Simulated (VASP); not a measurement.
An input for Ansatz (written as the equivalent of a VASP run, and not itself run):

Ansatz 0.2 input:
```yaml
crystal:
  lattice:
    - [0.0000000, 2.1585274, 2.1585274]
    - [2.1585274, 0.0000000, 2.1585274]
    - [2.1585274, 2.1585274, 0.0000000]
  atoms:
    - { symbol: Be, position: [0.2500000, 0.2500000, 0.2500000] }
    - { symbol: Be, position: [0.7500000, 0.7500000, 0.7500000] }
    - { symbol: C, position: [0.0000000, 0.0000000, 0.0000000] }
kpoints:
  mp_grid: { grid: [9, 9, 9] }
hamiltonian:
  xc: pbesol
  pseudopotentials: { kind: paw }
scf:
  occupations: { method: gaussian, width: 0.05 }
  max_iter: 100
relax:
  max_steps: 40
  f_tol: 0.02
  cell: {}
output: { forces: true, stress: true, eigenvalues: true }
```

Task: Translate this input to VASP (INCAR, KPOINTS, POSCAR, choice of POTCAR).

Result: This is not unique; one that fits is 
File KPOINTS:
```
K-points
0
gamma
  9 9 9
```

**INCAR**
```
# general
SYSTEM = Be2C
PREC   = Accurate
ENCUT  = 620
LREAL  = F   # projection in real space or not
LASPH  = T   # aspherical one-centre terms

# electronic loop
EDIFF  = 1E-6
NELM   = 100   # most electronic steps
ALGO   = Normal

# smearing
ISMEAR = 0   # Gaussian
SIGMA  = 0.05   # width (eV)

# functional
GGA    = PS

# ions
IBRION = 2   # conjugate gradients
NSW    = 40   # most ionic steps
ISIF   = 3
EDIFFG = -0.02   # ionic stop

# output
LWAVE  = F
LCHARG = F
```

File POSCAR:
```
Be2C
1.0
  0.0000000000   2.1585273664   2.1585273664
  2.1585273664   0.0000000000   2.1585273664
  2.1585273664   2.1585273664   0.0000000000
Be C
2 1
direct
  0.2500000000   0.2500000000   0.2500000000
  0.7500000000   0.7500000000   0.7500000000
  0.0000000000   0.0000000000   0.0000000000
```

POTCAR, in this order: Be C (PBE.64 set). Program: vasp_std.

What does not carry over: each code has its own PAW files, so the cut-off isn't converted (ENCUT is set for VASP's; basis.ecutwfc is left out, and Ansatz then takes the one that its files recommend); Ansatz stops its SCF on the density residual and VASP on the energy change (EDIFF).

The compound is Be2C in the antifluorite structure. It was relaxed first.
